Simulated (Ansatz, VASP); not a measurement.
ZrTa2 in VASP and in Ansatz

```
Zr Ta
1.0
     5.65250    0.00000    0.00000
     0.00000    5.65250    0.00000
     0.00000    0.00000    5.65250
Zr Ta
2 4
Direct
  0.00000 0.00000 0.00000
  0.50000 0.50000 0.50000
  0.25000 0.25000 0.25000
  0.25000 0.75000 0.75000
  0.75000 0.75000 0.25000
  0.75000 0.25000 0.75000
```

Alike in both runs: functional PBE; k mesh 4 × 4 × 4; occupations gaussian, width 0.1 eV; no spin polarisation.

Ansatz relaxed the structure, and its values are those at the end. VASP's run is a single point on that final structure, the one shown.

|  | VASP | Ansatz |
| --- | --- | --- |
| version | VASP 6.6.1 | Ansatz 0.2.0 |
| potentials or method | VASP PAW PBE potentials, release 64 (Zr_sv, Ta_pv) | scalar-relativistic, plane waves, PAW |
| plane-wave cutoff (eV) | 520 | 420 |
| valence electrons in the cell | 68 | 76 |

|  | VASP | Ansatz | Ansatz less VASP |
| --- | --- | --- | --- |
| gap on the k mesh at the Fermi level (eV) | none | none | - |
| pressure (GPa) | 0.5 | 0.3 | -0.25 |

A gap of «none» marks a metal or a gap that the smearing closes. The two sets of potentials don't hold the same shells in valence.

The runs have no spin-orbit coupling, so splittings on Ta are missing.
